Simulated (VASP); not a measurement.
Here is the system:

```
CELL_PARAMETERS angstrom
      0.00000     2.18000     2.18000
      2.18000     0.00000     2.18000
      2.18000     2.18000     0.00000
ATOMIC_POSITIONS crystal
  Si 0.00000 0.00000 0.00000
  C  0.75000 0.75000 0.75000
```

Computed with PBEsol GGA, VASP's PBE PAW potentials (set 64) (plane waves; VASP). Run with 530 eV cut-off, 9×9×9 Γ-centred mesh, Gaussian smearing of 0.050 eV, potentials Si C.

Q: Estimate the energy per atom (σ→0).

A: 
```
Property                        Value
---------------------  --------------
energy per atom (σ→0)  -7.957 eV/atom
```

The compound is SiC in the zinc blende structure. The cell was not relaxed at this level.
